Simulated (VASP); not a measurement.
# SiSnGe: structure and properties in VASP, part 2 of 3

What structure does SiSnGe take at this level, and what are its properties? The cell is invented: it takes the structure of a Materials Project entry for SrSiGe (space group 187 there), with some of its atoms replaced by other elements, volume scaled by an estimate. It may not be a known or stable phase.

VASP 6.6.1; MS2; plane waves and PAW (Sn_d, Ge_d, Si); invented cell.

Still holding for the runs below: The k-mesh is coarse for a metal.

So far. Step 2 (Rough relaxation of the start cell): It ends with forces that vanish by symmetry and a pressure of -0.20 GPa. The relaxed cell has a = 4.081, c = 4.513 Å (conventional setting).

### 3. Relaxing cell and atoms (MS2)

Properties are meant for the cell that this level of theory prefers, so cell and atoms are relaxed first (ISIF = 3) until forces and stress are small; EDIFFG sets the threshold.

The input, INCAR:

```
SYSTEM = SiSnGe
PREC = Accurate
ENCUT = 410
EDIFF = 1E-06
NELM = 100
ISMEAR = 0
SIGMA = 0.05
LREAL = .FALSE.
ALGO = Normal
METAGGA = MS2
LASPH = .TRUE.
NBANDS = 22
LORBIT = 11
LWAVE = .FALSE.
LCHARG = .FALSE.
IBRION = 2
NSW = 60
ISIF = 3
EDIFFG = -0.01
```

The input, POSCAR:

```
SiSnGe
1.0
    4.0814504050      0.0000000000      0.0000000000
   -2.0407252025      3.5346397610      0.0000000000
    0.0000000000      0.0000000000      4.5125378362
Sn Ge Si
1 1 1
Direct
    0.6666666700      0.3333333300      0.0000000000
    0.0000000000      0.0000000000      0.5000000000
    0.3333333300      0.6666666700      0.5000000000
```

The input, KPOINTS:

```
Automatic mesh
0
Gamma
6 6 5
0 0 0
```

PAW data sets: Sn_d, Ge_d and Si (PBE family, release 64).

Started as:

```
> mpirun -np 1 vasp_std
```

The program printed:

```text
[banner, memory and clock lines left out]
running    1 mpi-ranks, on    1 nodes
 distrk:  each k-point on    1 cores,    1 groups
 distr:  one band on    1 cores,    1 groups

 POSCAR found type information on POSCAR SnGeSi
 POSCAR found :  3 types and       3 ions
 [... a notice as in an earlier step ...]

 LDA part: xc-table for (None), standard interpolation
 POSCAR, INCAR and KPOINTS ok, starting setup
 FFT: planning ... GRIDC
 FFT: planning ... GRID_SOFT
 FFT: planning ... GRID
 WAVECAR not read
 entering main loop
       N       E                     dE             d eps       ncg     rms          rms(c)
DAV:   1     0.191853961688E+03    0.19185E+03   -0.12855E+04  1034   0.229E+03
DAV:   2    -0.244466857072E+01   -0.19430E+03   -0.18704E+03   942   0.512E+02
DAV:   3    -0.304888570475E+02   -0.28044E+02   -0.27519E+02  1146   0.141E+02
DAV:   4    -0.314894952051E+02   -0.10006E+01   -0.99989E+00  1056   0.306E+01
DAV:   5    -0.315132776031E+02   -0.23782E-01   -0.23782E-01  1178   0.490E+00    0.709E+00
DAV:   6    -0.142551650556E+02    0.17258E+02   -0.96333E+00  1066   0.353E+01    0.311E+00
DAV:   7    -0.142256528047E+02    0.29512E-01   -0.26776E-01  1186   0.689E+00    0.164E+00
DAV:   8    -0.142527899695E+02   -0.27137E-01   -0.57777E-02  1008   0.230E+00    0.656E-01
DAV:   9    -0.142621575553E+02   -0.93676E-02   -0.14624E-02  1008   0.138E+00    0.151E-01
DAV:  10    -0.142621860388E+02   -0.28484E-04   -0.20429E-03  1134   0.488E-01    0.766E-02
DAV:  11    -0.142622842572E+02   -0.98218E-04   -0.24717E-04  1054   0.176E-01    0.240E-02
DAV:  12    -0.142622891017E+02   -0.48445E-05   -0.44114E-05  1122   0.650E-02    0.118E-02
DAV:  13    -0.142623015642E+02   -0.12462E-04   -0.77715E-06   804   0.208E-02    0.286E-03
DAV:  14    -0.142623044289E+02   -0.28648E-05   -0.53684E-07   702   0.871E-03    0.163E-03
DAV:  15    -0.142623080651E+02   -0.36361E-05   -0.25789E-07   594   0.523E-03    0.543E-04
DAV:  16    -0.142623067297E+02    0.13354E-05   -0.56592E-08   540   0.278E-03    0.160E-04
DAV:  17    -0.142623069485E+02   -0.21882E-06   -0.17632E-08   522   0.155E-03
   1 F= -.14262307E+02 E0= -.14259718E+02  d E =-.142623E+02
 curvature:   0.00 expect dE= 0.000E+00 dE for cont linesearch  0.000E+00
 trial: gam= 0.00000 g(F)=  0.613E-44 g(S)=  0.507E-04 ort = 0.000E+00 (trialstep = 0.100E+01)
 search vector abs. value=  0.507E-04
 bond charge predicted
       N       E                     dE             d eps       ncg     rms          rms(c)
DAV:   1    -0.142627448308E+02   -0.43810E-03   -0.79301E-03  1082   0.125E+00    0.113E-01
DAV:   2    -0.142624304365E+02    0.31439E-03   -0.59730E-04  1122   0.376E-01    0.591E-02
DAV:   3    -0.142622914973E+02    0.13894E-03   -0.18285E-04  1270   0.199E-01    0.133E-02
DAV:   4    -0.142623040223E+02   -0.12525E-04   -0.15947E-05  1186   0.508E-02    0.578E-03
DAV:   5    -0.142623173583E+02   -0.13336E-04   -0.83334E-07   568   0.106E-02    0.195E-03
DAV:   6    -0.142623234110E+02   -0.60527E-05   -0.36818E-07   486   0.702E-03    0.638E-04
DAV:   7    -0.142623247225E+02   -0.13115E-05   -0.97162E-08   474   0.420E-03    0.352E-04
DAV:   8    -0.142623260581E+02   -0.13355E-05   -0.30819E-08   480   0.195E-03    0.156E-04
DAV:   9    -0.142623262813E+02   -0.22319E-06   -0.12815E-08   474   0.150E-03
   2 F= -.14262326E+02 E0= -.14259731E+02  d E =-.193328E-04
 trial-energy change:   -0.000019  1 .order   -0.000037   -0.000051   -0.000023
 step:   1.8425(harm=  1.8425)  dis= 0.00000  next Energy=   -14.262354 (dE=-0.467E-04)
 reached required accuracy - stopping structural energy minimisation
```

Elapsed: 3.8 min, on 1 MPI rank of AMD EPYC 7R43, shared host; peak memory 0.14 GiB.

OUTCAR, selected parts (step 3):

```text
  LATTYP: Found a hexagonal cell.
 ALAT       =     4.0814504050
 C/A-ratio  =     1.1056211367

The static configuration has the point symmetry D_3h.

 Found     21 irreducible k-points:

   k-points           NKPTS =     21   k-points in BZ     NKDIM =     21   number of bands    NBANDS=     22

   dimension x,y,z NGX =    28 NGY =   28 NGZ =   30
   dimension x,y,z NGXF=    56 NGYF=   56 NGZF=   60

   ENCUT  =  410.0 eV  30.13 Ry    5.49 a.u.   6.74  6.74  7.45*2*pi/ulx,y,z

   NELECT =      32.0000    total number of electrons

 E-fermi :   7.5518

 k-point     1 :       0.0000    0.0000    0.0000
  band No.  band energies     occupation
    ...
     14       4.8039      2.00000
     15       4.8043      2.00000
     16       6.3646      2.00000
     17       7.5165      1.68197
     18       7.5165      1.68143
     19      10.9635      0.00000
     20      12.7067      0.00000
     21      13.5797      0.00000
     22      13.8003      0.00000

 k-point     2 :       0.1667    0.0000    0.0000
  band No.  band energies     occupation
    ...
     12       1.5995      2.00000
     13       2.7236      2.00000
     14       3.3402      2.00000
     15       4.1067      2.00000
     16       6.6874      2.00000
     17       8.6453      0.00000
     18       8.8405      0.00000
     19      11.0546      0.00000
     20      12.2914      0.00000
     21      12.4004      0.00000
    ...

  Total       -0.0101539     -0.0101539      0.0265937      0.0000000      0.0000000      0.0000000
  in kB       -0.2496540     -0.2496540      0.6538591      0.0000000      0.0000000      0.0000000
  external PRESSURE =       0.0515170 kB  Pullay stress =       0.0000000 kB

  energy-cutoff  :      410.00
  volume of cell :       65.16
      direct lattice vectors                 reciprocal lattice vectors
     4.081609666  0.000000000 -0.000000000     0.245001380  0.141451612  0.000000000
    -2.040804833  3.534777685  0.000000000     0.000000000  0.282903223  0.000000000
    -0.000000000  0.000000000  4.516603393     0.000000000  0.000000000  0.221405316

 POSITION                                       TOTAL-FORCE (eV/Angst)
 -----------------------------------------------------------------------------------
      2.04080      1.17826     -0.00000         0.000000      0.000000      0.000000
      2.04080      3.53478      2.25830        -0.000000     -0.000000     -0.000000
     -0.00000      2.35652      2.25830         0.000000     -0.000000      0.000000
 -----------------------------------------------------------------------------------
    total drift:                               -0.000108      0.000063      0.000000

  FREE ENERGIE OF THE ION-ELECTRON SYSTEM (eV)
  ---------------------------------------------------
  free  energy   TOTEN  =       -14.2623262813 eV

  energy  without entropy=      -14.2571358889  energy(sigma->0) =      -14.25973109

 total charge
# of ion       s       p       d       tot
------------------------------------------
    1        1.370   0.884   9.988  12.243
    2        1.175   1.223  10.067  12.466
    3        0.820   0.803   0.000   1.623
--------------------------------------------------
tot          3.365   2.911  20.056  26.332

[... 2 parts as in an earlier step ...]

[... 7 further parts left out ...]
```

Little changed from the start: no atom moved by 0.005 Å and no cell edge by 0.1 %.

Numbers from this step:

```yaml
irreducible_k_points: 21
free_energy_toten: -14.26 eV
energy_at_zero_smearing: -14.26 eV
fermi_energy: 7.552 eV
pressure: 0.005152 GPa
scf_cycles_over_all_ionic_steps: 26
```

It ends with forces that vanish by symmetry and a pressure of 0.01 GPa.

### 4. Single point with fields (MS2)

The relaxed cell gets a fresh self-consistent run, on a basis set for its own volume, to fix the density and to check the remaining stress.

Edit INCAR of step 3 so:

```diff
@@ -14,6 +14,5 @@
 LWAVE = .FALSE.
-LCHARG = .FALSE.
-IBRION = 2
-NSW = 60
-ISIF = 3
-EDIFFG = -0.01
+LCHARG = .TRUE.
+ISIF = 2
+LELF = .TRUE.
+LVHAR = .TRUE.
```

The input, POSCAR:

```
SiSnGe
1.0
    4.0816096658      0.0000000000      0.0000000000
   -2.0408048329      3.5347776849      0.0000000000
    0.0000000000      0.0000000000      4.5166033928
Sn Ge Si
1 1 1
Direct
    0.6666666700      0.3333333300      0.0000000000
    0.0000000000      0.0000000000      0.5000000000
    0.3333333300      0.6666666700      0.5000000000
```

KPOINTS is that of step 3.

Started as:

```
> mpirun -np 1 vasp_std
```

The program printed:

```text
[... set-up lines as in an earlier step ...]
 entering main loop
       N       E                     dE             d eps       ncg     rms          rms(c)
DAV:   1     0.187335813130E+03    0.18734E+03   -0.13058E+04  1046   0.225E+03
DAV:   2    -0.345590280829E+01   -0.19079E+03   -0.18529E+03   942   0.506E+02
DAV:   3    -0.305348977313E+02   -0.27079E+02   -0.26570E+02  1104   0.139E+02
DAV:   4    -0.314814084752E+02   -0.94651E+00   -0.94435E+00  1088   0.299E+01
DAV:   5    -0.315041814458E+02   -0.22773E-01   -0.22772E-01  1124   0.480E+00    0.709E+00
DAV:   6    -0.142546687759E+02    0.17250E+02   -0.96323E+00  1066   0.353E+01    0.310E+00
DAV:   7    -0.142257074418E+02    0.28961E-01   -0.26915E-01  1192   0.689E+00    0.164E+00
DAV:   8    -0.142528877318E+02   -0.27180E-01   -0.57664E-02   990   0.229E+00    0.656E-01
DAV:   9    -0.142622955672E+02   -0.94078E-02   -0.14657E-02  1050   0.137E+00    0.152E-01
DAV:  10    -0.142623270681E+02   -0.31501E-04   -0.20535E-03  1104   0.490E-01    0.767E-02
DAV:  11    -0.142624268308E+02   -0.99763E-04   -0.24701E-04  1084   0.175E-01    0.241E-02
DAV:  12    -0.142624307768E+02   -0.39460E-05   -0.44135E-05  1092   0.650E-02    0.117E-02
DAV:  13    -0.142624432870E+02   -0.12510E-04   -0.77632E-06   846   0.208E-02    0.284E-03
DAV:  14    -0.142624462260E+02   -0.29390E-05   -0.52267E-07   654   0.857E-03    0.164E-03
DAV:  15    -0.142624498825E+02   -0.36565E-05   -0.25317E-07   594   0.519E-03    0.533E-04
DAV:  16    -0.142624485518E+02    0.13308E-05   -0.55258E-08   534   0.272E-03    0.158E-04
DAV:  17    -0.142624487671E+02   -0.21537E-06   -0.17696E-08   522   0.156E-03
   1 F= -.14262449E+02 E0= -.14259854E+02  d E =-.519000E-02
```

It took 2.7 min on 1 MPI rank; peak memory 0.14 GiB.

From OUTCAR (step 4):

```text
  LATTYP: Found a hexagonal cell.
 ALAT       =     4.0816096658
 C/A-ratio  =     1.1065740633

The static configuration has the point symmetry D_3h.

 Found     21 irreducible k-points:

   ENCUT  =  410.0 eV  30.13 Ry    5.49 a.u.   6.74  6.74  7.46*2*pi/ulx,y,z

   NELECT =      32.0000    total number of electrons

 E-fermi :   7.5518

 k-point     1 :       0.0000    0.0000    0.0000
  band No.  band energies     occupation
    ...
     14       4.8039      2.00000
     15       4.8043      2.00000
     16       6.3646      2.00000
     17       7.5164      1.68271
     18       7.5165      1.68217
     19      10.9634      0.00000
     20      12.7066      0.00000
     21      13.5796      0.00000
     22      13.8002      0.00000

 k-point     2 :       0.1667    0.0000    0.0000
  band No.  band energies     occupation
    ...
     12       1.5995      2.00000
     13       2.7235      2.00000
     14       3.3402      2.00000
     15       4.1067      2.00000
     16       6.6874      2.00000
     17       8.6453      0.00000
     18       8.8405      0.00000
     19      11.0546      0.00000
     20      12.2914      0.00000
     21      12.4004      0.00000
    ...

  Total       -0.0109858     -0.0109858      0.0255707      0.0000000      0.0000000      0.0000000
  in kB       -0.2701076     -0.2701076      0.6287064      0.0000000      0.0000000      0.0000000
  external PRESSURE =       0.0294970 kB  Pullay stress =       0.0000000 kB

  energy-cutoff  :      410.00
  volume of cell :       65.16
      direct lattice vectors                 reciprocal lattice vectors
     4.081609666  0.000000000  0.000000000     0.245001380  0.141451612  0.000000000
    -2.040804833  3.534777685  0.000000000     0.000000000  0.282903223  0.000000000
     0.000000000  0.000000000  4.516603393     0.000000000  0.000000000  0.221405316

 POSITION                                       TOTAL-FORCE (eV/Angst)
 -----------------------------------------------------------------------------------
      2.04080      1.17826      0.00000        -0.000000     -0.000000      0.000000
      0.00000      0.00000      2.25830         0.000000     -0.000000      0.000000
     -0.00000      2.35652      2.25830        -0.000000      0.000000      0.000000
 -----------------------------------------------------------------------------------
    total drift:                               -0.000108      0.000063     -0.000000

  FREE ENERGIE OF THE ION-ELECTRON SYSTEM (eV)
  ---------------------------------------------------
  free  energy   TOTEN  =       -14.2624487671 eV

  energy  without entropy=      -14.2572587696  energy(sigma->0) =      -14.25985377

[... 7 parts as in an earlier step ...]

[... 4 further parts left out ...]
```

This step gave:

- SCF cycles: 17
- pressure: 0.002950 GPa

Valence electrons inside each PAW sphere by angular momentum. Sphere charges, by row:

| atom | s (e) | p (e) | d (e) | tot (e) |
| --- | --- | --- | --- | --- |
| Sn1 | 1.37 | 0.884 | 9.988 | 12.24 |
| Ge2 | 1.175 | 1.223 | 10.07 | 12.47 |
| Si3 | 0.82 | 0.803 | 0 | 1.623 |

Electrostatic potential energy in the ab plane at fractional z = 0.500, with atoms of Ge and Si within 0.2 Å of it. With pseudopotentials it is smooth inside the atoms' cores, unlike the true potential.

Ten even steps from '_' (-83 eV) to '@' (2 eV), each cell a mean:
```
--==**%%@@%%%%%%@@@@%%**--::
==**%%%%%%##**##%%@@%%**==--
##%%%%##--..::==%%%%%%##****
@@@@##==______==%%@@@@%%%%%%
@@%%++..____..**@@@@@@@@@@@@
@@%%==____..++%%@@@@@@@@@@@@
@@%%++----**%%@@@@@@@@@@@@@@
@@%%######%%@@@@@@@@@@@@@@@@
@@@@%%%%@@@@@@@@@@@@@@@@@@@@
@@@@%%@@@@@@@@@@@@@@@@@@@@@@
##****##@@@@@@@@@@@@@@@@@@%%
++==++**@@@@@@@@@@@@@@@@%%**
----==**@@@@@@@@@@@@@@%%**==
::--++##@@@@@@@@@@@@@@##==--
```
Columns run along a (4.1 Å; values clipped at the 3rd and 97th percentile), rows up along b (4.1 Å). Atoms in or near the plane, at fractional coordinates: Ge at (0.00, 0.00), Si at (0.33, 0.67).

Valence density in the ab plane at fractional z = 0.500, with atoms of Ge and Si within 0.2 Å of it. It is the smooth field of the valence electrons, not physical close to the nuclei.

Values in e/Å³, 14 rows by 14 columns, each cell a mean:
```
12  6  1  1  0  0  0  0  0  0  1  2  7 13
 5  2  1  1  0  0  0  0  0  1  1  2  6  8
 1  1  1  1  0  0  0  0  1  1  1  1  2  2
 0  0  0  0  0  0  0  0  0  0  0  0  0  0
 0  0  0  0  0  0  0  0  0  0  0  0  0  0
 0  0  0  0  0  0  0  0  0  0  0  0  0  0
 0  0  0  0  0  0  0  0  0  0  0  0  0  0
 0  0  0  1  0  0  0  0  0  0  0  0  0  0
 0  0  1  1  0  0  0  0  0  0  0  0  0  0
 0  1  1  0  0  0  0  0  0  0  0  0  0  0
 1  1  1  1  0  0  0  0  0  0  0  0  0  0
 4  5  3  1  0  0  0  0  0  0  0  0  0  1
12 11  5  1  0  0  0  0  0  0  0  0  2  6
17 12  4  1  0  0  0  0  0  0  0  1  5 12
```
Columns run along a (4.1 Å), rows up along b (4.1 Å). Atoms in or near the plane, at fractional coordinates: Ge at (0.00, 0.00), Si at (0.33, 0.67).

ELF in the ab plane at fractional z = 0.500, with atoms of Ge and Si within 0.2 Å of it. It is the smooth field of the valence electrons, not physical close to the nuclei.

Ten even steps from '0' (0.06) to '9' (0.88), each cell a mean:
```
13678756786521
35799757997521
57997348996544
68983148986444
67630047764334
56432256532123
46777654210012
57999742000012
68998621000013
67876410000024
56654310000134
43443310001344
11344422224442
21355543455531
```
Columns run along a (4.1 Å), rows up along b (4.1 Å). Atoms in or near the plane, at fractional coordinates: Ge at (0.00, 0.00), Si at (0.33, 0.67).

In this run the pressure is 0.00 GPa, small enough to go on.

(Continued in part 3 of 3.)

[Lines on the potential files, build, host, timing and source positions are cut from VASP's logs without a mark.]

[Logs are printed without paths, hosts, clocks, repeated set-up lines and the standing remarks that a program may print on its own settings, such as how far it seeks lower states.]

[Hosts, paths, dates, database ids (printed as entryN), source tags and the programs' standing remarks are cut or masked in the printed files.]

[A measured line is paired with the nearest computed mode of its activity, which favours agreement.]
